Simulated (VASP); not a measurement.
VASP ran on this input.

**KPOINTS**
```
Regular mesh
0
gamma
  10 10 4
0 0 0
```

**POSCAR**
```
BN
1
    1.2453450389    -2.1570012629     0.0000000000
    1.2453450389     2.1570012629     0.0000000000
    0.0000000000     0.0000000000     6.4613566291
B N
2 2
Direct
  0.3333330000   0.6666670000   0.2500000000
  0.6666670000   0.3333330000   0.7500000000
  0.6666670000   0.3333330000   0.2500000000
  0.3333330000   0.6666670000   0.7500000000
```

INCAR:
```
# general
SYSTEM  = BN
PREC    = Accurate
ENCUT   = 620   # plane-wave cut-off (eV)
LREAL   = .False.
LASPH   = .True.

# electronic loop
EDIFF   = 1E-6
NELM    = 100   # most electronic steps
ALGO    = Normal   # blocked Davidson

# smearing
ISMEAR  = 0
SIGMA   = 0.05   # width (eV)

# ions
IBRION  = 2   # conjugate gradients
NSW     = 40   # most ionic steps
ISIF    = 3
EDIFFG  = -0.02   # ionic stop
PSTRESS = 50   # kbar

# output
LWAVE   = .False.
LCHARG  = .False.
```

POTCAR, in this order: B N (LDA.64 set). Program: vasp_std.

**Question.** Translate this LDA calculation to Ansatz.

**Answer.** One equivalent input (not run):
Ansatz 0.2 input:
```yaml
crystal:
  lattice:
    - [1.2453450, -2.1570013, 0.0000000]
    - [1.2453450, 2.1570013, 0.0000000]
    - [0.0000000, 0.0000000, 6.4613566]
  atoms:
    - { symbol: B, position: [0.3333330, 0.6666670, 0.2500000] }
    - { symbol: B, position: [0.6666670, 0.3333330, 0.7500000] }
    - { symbol: N, position: [0.6666670, 0.3333330, 0.2500000] }
    - { symbol: N, position: [0.3333330, 0.6666670, 0.7500000] }
kpoints:
  mp_grid: { grid: [10, 10, 4] }
hamiltonian:
  xc: lda
  pseudopotentials: { kind: paw }
scf:
  occupations: { method: gaussian, width: 0.05 }
  max_iter: 100
relax:
  max_steps: 40
  f_tol: 0.02
  cell: { p_target: 5 }
output: { forces: true, stress: true, eigenvalues: true }
```
What does not carry over: each code has its own PAW files, so the cut-off isn't converted (ENCUT is set for VASP's; basis.ecutwfc is left out, and Ansatz then takes the one that its files recommend); Ansatz stops its SCF on the density residual and VASP on the energy change (EDIFF); Ansatz's lda is the Perdew-Wang form, while the LDA potentials of VASP carry Perdew-Zunger's.

The compound is BN in the hex structure. This run relaxes it under an external pressure of 5 GPa. Symmetry was kept, so distortions that lower it aren't found.
